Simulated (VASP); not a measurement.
Output of a VASP run:

OSZICAR:
```
       N       E                     dE             d eps       ncg     rms          rms(c)
DAV:   1     0.291661027282E+03    0.29166E+03   -0.18959E+04   920   0.139E+03
DAV:   2    -0.358259900493E+02   -0.32749E+03   -0.32045E+03  1141   0.404E+02
DAV:   3    -0.503028115738E+02   -0.14477E+02   -0.14447E+02  1179   0.879E+01
DAV:   4    -0.506729795543E+02   -0.37017E+00   -0.37004E+00  1576   0.117E+01
DAV:   5    -0.506751004986E+02   -0.21209E-02   -0.21208E-02  1179   0.867E-01    0.357E+01
DAV:   6    -0.432186002588E+02    0.74565E+01   -0.37512E+01  1116   0.430E+01    0.147E+01
DAV:   7    -0.430439517440E+02    0.17465E+00   -0.20579E+00  1233   0.959E+00    0.916E+00
DAV:   8    -0.429781790360E+02    0.65773E-01   -0.33753E-01  1192   0.491E+00    0.115E+00
DAV:   9    -0.429721853567E+02    0.59937E-02   -0.24364E-02  1225   0.112E+00    0.212E-01
DAV:  10    -0.429714806662E+02    0.70469E-03   -0.70550E-03  1296   0.634E-01    0.529E-02
DAV:  11    -0.429714945262E+02   -0.13860E-04   -0.38446E-04  1244   0.161E-01    0.323E-02
DAV:  12    -0.429715137838E+02   -0.19258E-04   -0.34080E-05  1373   0.445E-02    0.818E-03
DAV:  13    -0.429715133617E+02    0.42213E-06   -0.53044E-06  1039   0.144E-02
   1 F= -.42971513E+02 E0= -.42971513E+02  d E =-.185970E-09
```

**OUTCAR**
```
------------------------ aborting loop because EDIFF is reached ----------------------------------------
  FORCE on cell =-STRESS in cart. coord.  units (eV):
  Direction    XX          YY          ZZ          XY          YZ          ZX
  --------------------------------------------------------------------------------------
  Total       -1.8689806     -1.8689806     -1.8689806      0.0000000     -0.0000000     -0.0000000
  in kB      -47.1407711    -47.1407711    -47.1407711      0.0000000     -0.0000000     -0.0000000
  external PRESSURE =     -47.1407711 kB  Pullay stress =       0.0000000 kB
  volume of cell :       63.52
      direct lattice vectors                 reciprocal lattice vectors
     3.990000000  0.000000000  0.000000000     0.250626566  0.000000000  0.000000000
     0.000000000  3.990000000  0.000000000     0.000000000  0.250626566  0.000000000
     0.000000000  0.000000000  3.990000000     0.000000000  0.000000000  0.250626566
 POSITION                                       TOTAL-FORCE (eV/Angst)
 -----------------------------------------------------------------------------------
      0.00000      0.00000      0.00000         0.000000      0.000000      0.000000
      1.99500      1.99500      1.99500         0.000000      0.000000      0.000000
      1.99500      0.00000      1.99500         0.000000      0.000000      0.000000
      0.00000      1.99500      1.99500         0.000000      0.000000      0.000000
      1.99500      1.99500      0.00000         0.000000      0.000000      0.000000
 -----------------------------------------------------------------------------------
    total drift:                                0.000000      0.000000      0.000000
  FREE ENERGIE OF THE ION-ELECTRON SYSTEM (eV)
  ---------------------------------------------------
  free  energy   TOTEN  =       -42.9715133617 eV

  energy  without entropy=      -42.9715133615  energy(sigma->0) =      -42.97151336
```
(Selected blocks of OUTCAR.)

**POSCAR**
```
KTaO3
1
    3.9900000000     0.0000000000     0.0000000000
    0.0000000000     3.9900000000     0.0000000000
    0.0000000000     0.0000000000     3.9900000000
K Ta O
1 1 3
Direct
  0.0000000000   0.0000000000   0.0000000000
  0.5000000000   0.5000000000   0.5000000000
  0.5000000000   0.0000000000   0.5000000000
  0.0000000000   0.5000000000   0.5000000000
  0.5000000000   0.5000000000   0.0000000000
```

Write an INCAR and KPOINTS that could have produced this output.

One answer among several that fit: the input of the run itself, PBEsol GGA, plane waves, VASP's PBE PAW potentials (set 64).

KPOINTS:
```
Automatic mesh
0
Gamma
6 6 6
0 0 0
```

**INCAR**
```
SYSTEM = KTaO3
PREC = Accurate
ENCUT = 400
EDIFF = 1E-6
NELM = 100
ALGO = Normal
LREAL = .FALSE.
LASPH = .TRUE.
ISMEAR = -1
SIGMA = 0.05
GGA = PS
LMAXMIX = 6
LWAVE = .FALSE.
LCHARG = .FALSE.
ISIF = 2
```

POTCAR, in this order: K_sv Ta_pv O (PBE.64 set). Program: vasp_std.

At this cut-off the stress carries a Pulay error, which pulls relaxed volumes low.

The structure is a typed KTaO3 crystal. The cell was not relaxed at this level.
